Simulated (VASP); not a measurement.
Input:

```
CELL_PARAMETERS angstrom
      2.02788    -3.51238     0.00000
      2.02788     3.51238     0.00000
      0.00000     0.00000     5.13557
ATOMIC_POSITIONS crystal
  Te 0.33333 0.66667 0.26463
  Te 0.66667 0.33333 0.73537
  Pt 0.00000 0.00000 0.00000
```

Calculation: vdW-DF-cx, VASP's PBE PAW potentials (set 64) (plane waves; VASP 6.6.1). Numerical set-up: 520 eV cut-off, Gaussian smearing of 0.050 eV, potentials Te Pt.

Question: Give the energies of bands 3 to 14 at the high-symmetry points, in eV from the Fermi level.

Answer: 
```tsv
band	Γ	M	K	A	L	H
3	-6.74	-6.65	-6.74	-5.56	-7.18	-6.09
4	-5.67	-5.01	-5.49	-5.56	-5.87	-6.09
5	-5.67	-4.75	-5.49	-4.43	-5.36	-5.85
6	-3.73	-3.74	-4.29	-3.77	-4.38	-4.28
7	-3.73	-3.53	-4.29	-3.77	-3.46	-3.99
8	-2.69	-3.44	-3.61	-2.31	-3.39	-3.99
9	-0.52	-3.38	-1.94	-1.44	-3.23	-3.46
10	-0.52	-3.32	-1.82	-1.32	-2.31	-2.71
11	0.79	-2.90	-1.82	-1.32	-0.72	-2.71
12	0.79	0.04	-0.24	2.17	0.23	2.55
13	1.54	2.56	-0.24	2.17	1.28	2.55
14	2.56	3.86	2.50	4.14	4.34	5.74
```

It has no gap at this level: it comes out as a metal or semimetal.

The compound is PtTe2 in the 1T layered structure. It was relaxed first.
